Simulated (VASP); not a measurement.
Computed with PBE GGA, VASP's PBE PAW potentials (set 64) (plane waves; VASP).

VASP input:

**POSCAR**
```
BeCd3Se4
1
    5.9283674980     0.0000000000    -0.0000000000
   -0.0000000000     5.9283674980     0.0000000000
   -0.0000000000     0.0000000000     5.9283674980
Cd Se Be
3 4 1
Direct
  1.0000000000   1.0000000000   0.0000000000
  0.5000000000   0.5000000000   0.0000000000
  0.5000000000   1.0000000000   0.5000000000
  0.2228772364   0.2771227636   0.2771227636
  0.7771227636   0.7228772364   0.2771227636
  0.7771227636   0.2771227636   0.7228772364
  0.2228772364   0.7228772364   0.7228772364
  1.0000000000   0.5000000000   0.5000000000
```

File KPOINTS:
```
Automatic mesh
0
Gamma
4 4 4
0 0 0
```

**INCAR**
```
SYSTEM  =  BeCd3Se4
PREC  =  Accurate; ENCUT  =  400; LREAL  =  .False.
LASPH  =  .True.
EDIFF  =  1E-6; NELM  =  100; ALGO  =  Normal
LMAXMIX  =  4
ISMEAR  =  0; SIGMA  =  0.05
GGA  =  PE
LWAVE  =  .False.; LCHARG  =  .True.
```

POTCAR, in this order: Cd Se Be (PBE.64 set). Program: vasp_std.

The resulting files:

OUTCAR:
```
 ion  position               nearest neighbor table
   1  0.000  0.000  0.000-   4 2.67   5 2.67   6 2.67   7 2.67
   2  0.500  0.500  0.000-   4 2.67   5 2.67   6 2.67   7 2.67
   3  0.500  0.000  0.500-   4 2.67   5 2.67   6 2.67   7 2.67
   4  0.223  0.277  0.277-   8 2.29   2 2.67   3 2.67   1 2.67
   5  0.777  0.723  0.277-   8 2.29   2 2.67   3 2.67   1 2.67
   6  0.777  0.277  0.723-   8 2.29   2 2.67   3 2.67   1 2.67
   7  0.223  0.723  0.723-   8 2.29   2 2.67   3 2.67   1 2.67
   8  0.000  0.500  0.500-   4 2.29   5 2.29   6 2.29   7 2.29
  LATTYP: Found a simple cubic cell.
 ALAT       =     5.9283674980
 Subroutine PRICEL returns:
 Original cell was already a primitive cell.
 Subroutine GETGRP returns: Found 24 space group operations
The static configuration has the point symmetry D_2d.
 The point group associated with its full space group is T_d .
The dynamic configuration has the point symmetry D_2d.
 Subroutine INISYM returns: Found 24 space group operations
 Subroutine IBZKPT returns following result:
 Found     10 irreducible k-points:

 Following reciprocal coordinates:
            Coordinates               Weight
  0.000000  0.000000  0.000000      1.000000
  0.250000  0.000000  0.000000      6.000000
  0.500000  0.000000  0.000000      3.000000
  0.250000  0.250000  0.000000     12.000000
  0.500000  0.250000  0.000000     12.000000
  0.500000  0.500000  0.000000      3.000000
  0.250000  0.250000  0.250000      8.000000
  0.500000  0.250000  0.250000     12.000000
  0.500000  0.500000  0.250000      6.000000
  0.500000  0.500000  0.500000      1.000000
   k-points           NKPTS =     10   k-points in BZ     NKDIM =     10   number of bands    NBANDS=     37
   number of dos      NEDOS =    301   number of ions     NIONS =      8
   total plane-waves  NPLWV =  64000
   dimension x,y,z NGX =    40 NGY =   40 NGZ =   40
   dimension x,y,z NGXF=    80 NGYF=   80 NGZF=   80
   ions per type =               3   4   1
   PREC   = accura    normal or accurate (medium, high low for compatibility)
...
```

### OSZICAR
```
       N       E                     dE             d eps       ncg     rms          rms(c)
DAV:   1     0.362126109250E+03    0.36213E+03   -0.25131E+04   740   0.121E+03
DAV:   2    -0.173077019167E+01   -0.36386E+03   -0.35342E+03   867   0.313E+02
DAV:   3    -0.262498110797E+02   -0.24519E+02   -0.24335E+02   859   0.806E+01
DAV:   4    -0.266322918794E+02   -0.38248E+00   -0.38188E+00   865   0.950E+00
DAV:   5    -0.266359050517E+02   -0.36132E-02   -0.36127E-02   870   0.887E-01    0.107E+01
DAV:   6    -0.250735205004E+02    0.15624E+01   -0.33084E+00   861   0.146E+01    0.862E+00
DAV:   7    -0.250033515438E+02    0.70169E-01   -0.12897E+00   815   0.490E+00    0.390E+00
DAV:   8    -0.250049957184E+02   -0.16442E-02   -0.14194E-01   813   0.321E+00    0.626E-01
DAV:   9    -0.250039335078E+02    0.10622E-02   -0.25275E-02   829   0.149E+00    0.175E-01
DAV:  10    -0.250043742000E+02   -0.44069E-03   -0.24918E-03   803   0.391E-01    0.977E-02
DAV:  11    -0.250046871273E+02   -0.31293E-03   -0.81619E-04   808   0.150E-01    0.298E-02
DAV:  12    -0.250046642803E+02    0.22847E-04   -0.11988E-04   889   0.790E-02    0.183E-02
DAV:  13    -0.250046666407E+02   -0.23604E-05   -0.19213E-05   819   0.166E-02    0.426E-03
DAV:  14    -0.250046668577E+02   -0.21703E-06   -0.18219E-06   660   0.103E-02
   1 F= -.25004667E+02 E0= -.25004667E+02  d E =-.112585E-12
```

### OUTCAR
```
------------------------ aborting loop because EDIFF is reached ----------------------------------------
  FORCE on cell =-STRESS in cart. coord.  units (eV):
  Direction    XX          YY          ZZ          XY          YZ          ZX
  --------------------------------------------------------------------------------------
  Total       -0.0029782     -0.0029782     -0.0029782     -0.0000000      0.0000000      0.0000000
  in kB       -0.0229009     -0.0229009     -0.0229009     -0.0000000      0.0000000      0.0000000
  external PRESSURE =      -0.0229009 kB  Pullay stress =       0.0000000 kB
  volume of cell :      208.36
      direct lattice vectors                 reciprocal lattice vectors
     5.928367498  0.000000000  0.000000000     0.168680501  0.000000000  0.000000000
     0.000000000  5.928367498  0.000000000     0.000000000  0.168680501  0.000000000
     0.000000000  0.000000000  5.928367498     0.000000000  0.000000000  0.168680501
 POSITION                                       TOTAL-FORCE (eV/Angst)
 -----------------------------------------------------------------------------------
      0.00000      0.00000      0.00000        -0.000000     -0.000000     -0.000000
      2.96418      2.96418      0.00000        -0.000000     -0.000000     -0.000000
      2.96418      0.00000      2.96418        -0.000000     -0.000000     -0.000000
      1.32130      1.64289      1.64289        -0.009313      0.009313      0.009313
      4.60707      4.28548      1.64289         0.009313     -0.009313      0.009313
      4.60707      1.64289      4.28548         0.009313      0.009313     -0.009313
      1.32130      4.28548      4.28548        -0.009313     -0.009313     -0.009313
      0.00000      2.96418      2.96418        -0.000000     -0.000000     -0.000000
 -----------------------------------------------------------------------------------
    total drift:                               -0.000000     -0.000000      0.000000
  FREE ENERGIE OF THE ION-ELECTRON SYSTEM (eV)
  ---------------------------------------------------
  free  energy   TOTEN  =       -25.0046668577 eV

  energy  without entropy=      -25.0046668577  energy(sigma->0) =      -25.00466686
```
(Selected blocks of OUTCAR.)

OUTCAR:
```
 val. band max:        1.0564889532   @ k =   0.0000   0.0000   0.0000

 cond. band min:       2.1383433225   @ k =   0.0000   0.0000   0.0000


 Fermi energy:         1.2972561041

 k-point     1 :       0.0000    0.0000    0.0000
  band No.  band energies     occupation
      1     -11.5116      2.00000
      2     -10.7510      2.00000
      3     -10.7510      2.00000
      4     -10.7510      2.00000
      5      -6.6278      2.00000
      6      -6.6278      2.00000
      7      -6.6278      2.00000
      8      -6.5320      2.00000
      9      -6.4872      2.00000
     10      -6.4872      2.00000
     11      -6.4198      2.00000
     12      -6.4198      2.00000
     13      -6.4198      2.00000
     14      -6.3687      2.00000
     15      -6.3687      2.00000
     16      -6.2764      2.00000
     17      -6.2334      2.00000
     18      -6.2334      2.00000
     19      -6.2334      2.00000
     20      -3.4036      2.00000
     21      -2.7329      2.00000
     22      -2.7329      2.00000
     23      -1.0575      2.00000
     24      -1.0575      2.00000
     25      -1.0575      2.00000
     26      -0.4679      2.00000
     27      -0.4679      2.00000
     28      -0.4679      2.00000
     29       1.0565      2.00000
     30       1.0565      2.00000
     31       1.0565      2.00000
     32       2.1383      0.00000
     33       4.3350      0.00000
     34       4.3350      0.00000
     35       4.3350      0.00000
     36       4.3838      0.00000
     37       4.3838      0.00000

 k-point     2 :       0.2500    0.0000    0.0000
  band No.  band energies     occupation
      1     -11.4254      2.00000
      2     -10.8501      2.00000
      3     -10.7516      2.00000
      4     -10.7516      2.00000
      5      -6.6404      2.00000
      6      -6.6127      2.00000
      7      -6.6127      2.00000
      8      -6.5224      2.00000
      9      -6.4875      2.00000
     10      -6.4709      2.00000
     11      -6.4650      2.00000
...
```

The structure was generated: BeCd3Se4 was put into an ordered model structure (P-43m), which need not be its known phase. It was relaxed first, which changed the volume by +6 %.
